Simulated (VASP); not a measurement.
NiGe (relaxed from the MnP structure, space group Pnma): computed properties

These are r2SCAN meta-GGA, VASP's PBE PAW potentials (set 64) (plane waves; VASP) values and carry that method's errors.

```yaml
space_group: Pnma (62)
cell: a = 5.252 Å, b = 3.479 Å, c = 5.796 Å, α = β = γ = 90.00°
volume_per_atom: 13.24 Å^3/atom
band gap (over mesh and band path): none (metal, semimetal or under 0.01 eV)
density: 8.24 g/cm³
```

```xyz
8
Lattice="5.2516 0.0000 0.0000 0.0000 3.4795 0.0000 0.0000 0.0000 5.7963" Properties=species:S:1:pos:R:3 pbc="T T T"
Ni     2.6559     0.8699     4.0189
Ni     0.0301     0.8699     4.6755
Ni     2.5957     2.6096     1.7774
Ni     5.2215     2.6096     1.1208
Ge     3.6276     0.8699     0.5067
Ge     1.0018     0.8699     2.3915
Ge     1.6240     2.6096     5.2896
Ge     4.2498     2.6096     3.4048
```

The structure was generated: NiGe was put into the MnP type (Pnma), which need not be its known phase. It was relaxed first. Symmetry was kept, so distortions that lower it aren't found.
